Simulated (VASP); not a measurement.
OSZICAR of a VASP run on Rb (bcc):

File OSZICAR:
```
       N       E                     dE             d eps       ncg     rms          rms(c)
DAV:   1     0.487803104142E+02    0.48780E+02   -0.32157E+03   752   0.801E+02
DAV:   2     0.203249501730E+01   -0.46748E+02   -0.46383E+02   816   0.143E+02
DAV:   3    -0.708545954909E+00   -0.27410E+01   -0.27401E+01   904   0.401E+01
DAV:   4    -0.816221895870E+00   -0.10768E+00   -0.10754E+00  1288   0.630E+00
DAV:   5    -0.817237423204E+00   -0.10155E-02   -0.10165E-02  1072   0.431E-01    0.127E+00
DAV:   6    -0.821036134338E+00   -0.37987E-02   -0.19602E-03  1224   0.334E-01    0.755E-01
DAV:   7    -0.824372761785E+00   -0.33366E-02   -0.41835E-03   856   0.513E-01    0.451E-02
DAV:   8    -0.824643008073E+00   -0.27025E-03   -0.26473E-04  1176   0.152E-01    0.149E-02
DAV:   9    -0.824651168006E+00   -0.81599E-05   -0.11016E-05  1192   0.272E-02    0.470E-03
DAV:  10    -0.824651112468E+00    0.55538E-07   -0.21333E-06  1192   0.987E-03    0.109E-03
DAV:  11    -0.824651179699E+00   -0.67231E-07   -0.48457E-08   984   0.192E-03
   1 F= -.82465118E+00 E0= -.82465118E+00  d E =0.000000E+00
```

Q: Which electronic solver shows in the log?

A: It is blocked Davidson (ALGO = Normal, or the opening steps of other solvers). The INCAR had ALGO = Normal.

Q: Can the final energy be trusted as converged?

A: The run converged. It stopped with EDIFF = 1E-7, NELM = 100 (RPBE GGA, plane waves, VASP's PBE PAW potentials (set 64)).

The compound is Rb in the bcc structure. It was relaxed first, which changed the volume by +11 %.
